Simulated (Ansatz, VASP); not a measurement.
## Two plane-wave programs on TiB2N3

```xyz
6
Lattice="4.6786 0.0000 0.0000 -2.3393 4.0518 0.0000 0.0000 0.0000 2.3580" Properties=species:S:1:pos:R:3 pbc="T T T"
Ti    0.0000    0.0000    0.0000
B     0.0000    2.7012    0.0000
B     2.3393    1.3506    0.0000
N     2.3393    0.0000    1.1790
N     1.1697    2.0259    1.1790
N    -1.1697    2.0259    1.1790
```

Change from the starting cell: species swapped into the CeGa3Pd2 type (P6/mmm, No. 191).

Alike in both runs: functional PBE; k mesh 12 × 12 × 16; occupations gaussian, width 0.1 eV; no spin polarisation.

Ansatz relaxed the structure, and its values are those at the end. VASP's run is a single point on that final structure, the one shown.

|  | VASP | Ansatz |
| --- | --- | --- |
| version | VASP 6.6.1 | Ansatz 0.2.0 |
| potentials or method | VASP PAW PBE potentials, release 64 (Ti_sv, B, N) | scalar-relativistic, plane waves, PAW |
| plane-wave cutoff (eV) | 520 | 420 |
| valence electrons in the cell | 33 | 33 |

|  | VASP | Ansatz | Ansatz less VASP |
| --- | --- | --- | --- |
| gap on the k mesh at the Fermi level (eV) | none | none | - |
| pressure (GPa) | 0.0 | 0.0 | -0.04 |

A gap of «none» marks a metal or a gap that the smearing closes.
